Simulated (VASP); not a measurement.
Set up this calculation in VASP 6.6.1, as the native input.

* Task: single point
* Functional: PBE
* Potentials or basis: VASP PAW PBE potentials, release 64 (K_sv, Ga_d, H)
* Cutoff: 520 eV
* k mesh: 10 × 10 × 10
* Occupations: gaussian, width 0.1 eV
* Spin: no spin polarisation
* Dipole correction: no
* Further INCAR settings: ALGO = Fast; EDIFF = 1e-06; NBANDS = 24

The structure of KGaH6 lies in POSCAR:

```
KGaH6
1.0
   -2.3927777774      2.8726814616      4.6532384947
    2.3927777774     -2.8726814616      4.6532384947
    2.3927777774      2.8726814616     -4.6532384947
K Ga H
1 1 6
Direct
    0.0000000000      0.5000000000      0.5000000000
    0.5000000000      0.0000000000      0.5000000000
    0.9458706656      0.8769885316      0.0688821340
    0.1918936024      0.1230114684      0.0688821340
    0.8081063976      0.8769885316      0.9311178660
    0.0541293344      0.1230114684      0.9311178660
    0.3365060294      0.8365060294      0.5000000000
    0.6634939706      0.1634939706      0.5000000000
```

The cell was built by a generator and needn't be a form met in nature.

The cell isn't the ideal one: random cell by space group and Wyckoff sites (Immm, No. 71).

These files were run (other wordings do the same):

INCAR

```
SYSTEM = KGaH6
PREC = Accurate
ENCUT = 520
EDIFF = 1E-6
ISMEAR = 0
SIGMA = 0.1
LREAL = .FALSE.
LASPH = .TRUE.
NELM = 100
ALGO = Fast
ISIF = 2
LWAVE = .FALSE.
LCHARG = .FALSE.
GGA = PE
NBANDS = 24
```

KPOINTS

```
regular mesh
0
G
  10 10 10
  0 0 0
```

Potentials or basis: VASP PAW PBE potentials, release 64 (K_sv, Ga_d, H).

Run with:

```console
$ cat potpaw_PBE.64/K_sv/POTCAR potpaw_PBE.64/Ga_d/POTCAR potpaw_PBE.64/H/POTCAR > POTCAR
$ mpirun -np 1 vasp_std > vasp.out
```

It gave:

* Pressure: -0.1 GPa
* Largest force: 0.018 eV/Å
* Band gap on the k mesh: none (metal or under the smearing width)

It took 17 min on 1 thread of AMD EPYC 9R45 96-Core Processor (Zen 5), on a shared host, peak memory 0.66 GiB.
